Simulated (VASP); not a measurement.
Level of theory: r2SCAN+rVV10, VASP's PBE PAW potentials (set 64) (plane waves; VASP).

A VASP calculation is set up with these files.

POSCAR:
```
KBr
1
    0.0000000000     3.2736254002     3.2736254002
    3.2736254002     0.0000000000     3.2736254002
    3.2736254002     3.2736254002     0.0000000000
K Br
1 1
Direct
  0.0000000000   0.0000000000   0.0000000000
  0.5000000000   0.5000000000   0.5000000000
```

INCAR:
```
ALGO = Normal
BPARAM = 11.95
CPARAM = 0.0093
EDIFF = 1E-7
ENCUT = 520
ISIF = 2
ISMEAR = 0
LASPH = .TRUE.
LCHARG = .FALSE.
LMAXMIX = 4
LMIXTAU = .TRUE.
LREAL = .FALSE.
LUSE_VDW = .TRUE.
LWAVE = .FALSE.
METAGGA = R2SCAN
NELM = 100
PREC = Accurate
SIGMA = 0.05
SYSTEM = KBr
```

KPOINTS:
```
Automatic mesh
0
Gamma
7 7 7
0 0 0
```

POTCAR, in this order: K_sv Br (PBE.64 set). Program: vasp_std.

Task: Predict the energy per atom (σ→0), band gap (on the k-mesh).

Result: 
The energy per atom (σ→0) is -11.368 eV/atom and the band gap (on the k-mesh) comes out as 5.05 eV.

**OSZICAR**
```
...
DAV:  16    -0.227350566313E+02   -0.15219E-03   -0.40166E-05   520   0.837E-02    0.672E-03
DAV:  17    -0.227350653160E+02   -0.86847E-05   -0.43969E-06   544   0.301E-02    0.259E-03
DAV:  18    -0.227350654242E+02   -0.10815E-06   -0.46487E-07   772   0.554E-03    0.213E-03
DAV:  19    -0.227350647762E+02    0.64800E-06   -0.63221E-07   560   0.929E-03    0.623E-04
DAV:  20    -0.227350646350E+02    0.14119E-06   -0.17189E-07   488   0.513E-03    0.694E-04
DAV:  21    -0.227350648323E+02   -0.19734E-06   -0.76997E-08   368   0.398E-03    0.597E-04
DAV:  22    -0.227350648886E+02   -0.56275E-07   -0.12351E-08   308   0.163E-03
   1 F= -.22735065E+02 E0= -.22735065E+02  d E =-.455571E-13
```

The compound is KBr in the rock salt structure. It was relaxed first.
